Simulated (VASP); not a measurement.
Shape and ions are relaxed at each volume.

Data:

```xyz
5
Lattice="1.9591 -3.3933 0.0000 1.9591 3.3933 0.0000 0.0000 0.0000 6.1011" Properties=species:S:1:pos:R:3 pbc="T T T"
La     1.9591     1.1311     1.5009
La     1.9591    -1.1311     4.6001
O      0.0000     0.0000     0.0000
O      1.9591     1.1311     3.9426
O      1.9591    -1.1311     2.1585
```

Method: PBE GGA with D4 dispersion, VASP's PBE PAW potentials (set 64) (plane waves; VASP). Numerical set-up: 520 eV cut-off, 7×7×4 Γ-centred mesh, Gaussian smearing of 0.050 eV, potentials La O.

Give the energy at these volumes per atom, relative to the lowest: 15.23, 15.72, 16.20, 16.69, 17.17 Å³.

23.7, 5.9, 0.0, 4.5, 18.0 meV/atom. A third-order Birch-Murnaghan fit gives B0 = 113 GPa and B0′ = 3.7.

Measured: bulk modulus 113 GPa at 300 K (computed value off by +0.1 %), as given by Juan A. Santana et al., The Journal of Chemical Physics (2016), arXiv:1608.06321. The calculation is for a static lattice, while the measured bulk modulus holds thermal and zero-point effects, which are part of the difference.

The compound is La2O3 in the a-type structure. It was relaxed first.
